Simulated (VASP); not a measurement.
# Hf3VN4 (ordered alloy cell): computed properties

Calculation: PBEsol GGA, VASP's PBE PAW potentials (set 64) (plane waves; VASP).

| Quantity | Result |
|---|---|
| space group | R-3m (166) |
| cell | a = b = 3.1308 Å, c = 30.0849 Å, α = β = 90.00°, γ = 120.00° |
| volume per atom | 10.64 Å^3/atom |
| band gap (over mesh and band path) | none (metal, semimetal or under 0.01 eV) |
| density | 12.53 g/cm³ |

```xyz
8
Lattice="0.0000 2.2138 2.2138 2.2138 0.0000 2.2138 8.7416 8.7416 0.1136" Properties=species:S:1:pos:R:3 pbc="T T T"
V      0.0000     2.2138     2.2138
N      2.1328     2.1328     2.2947
N      4.3406     4.3406     2.3008
N      6.6148     6.6148     2.2404
N      8.8225     8.8225     2.2464
Hf     2.1076     2.1076     0.1062
Hf     4.3708     6.5846     2.2706
Hf     8.8478     8.8478     4.4349
```

Unless said otherwise, spin-orbit coupling is left out, though it shifts the bands of the heavy elements here.

The structure was generated: Hf3VN4 was put into an ordered model structure (R-3m), which need not be its known phase. It was relaxed first. Symmetry was kept, so distortions that lower it aren't found. The run is not spin-polarised, so no magnetic state was tried. The electron count is odd and the run is not spin-polarised, which forces a metal.
